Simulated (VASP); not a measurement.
Consider the following.

```
CELL_PARAMETERS angstrom
      0.00000     2.48880     2.48880
      2.48880     0.00000     2.48880
      2.48880     2.48880     0.00000
ATOMIC_POSITIONS crystal
  Y  0.00000 0.00000 0.00000
  N  0.50000 0.50000 0.50000
```

Method: PBE GGA, VASP's PBE PAW potentials (set 64) (plane waves; VASP 6.6.1). Numerical set-up: 520 eV cut-off, 7×7×7 Γ-centred mesh, Gaussian smearing of 0.050 eV, potentials Y_sv N.

Q: Give the stress tensor in GPa (positive for a compressed cell).

A: 
```
-6.39   0.00   0.00
 0.00  -6.39   0.00
 0.00   0.00  -6.39
```
The pressure is its mean diagonal, -6.39 GPa.

The compound is YN in the rock salt structure. The cell was not relaxed at this level.
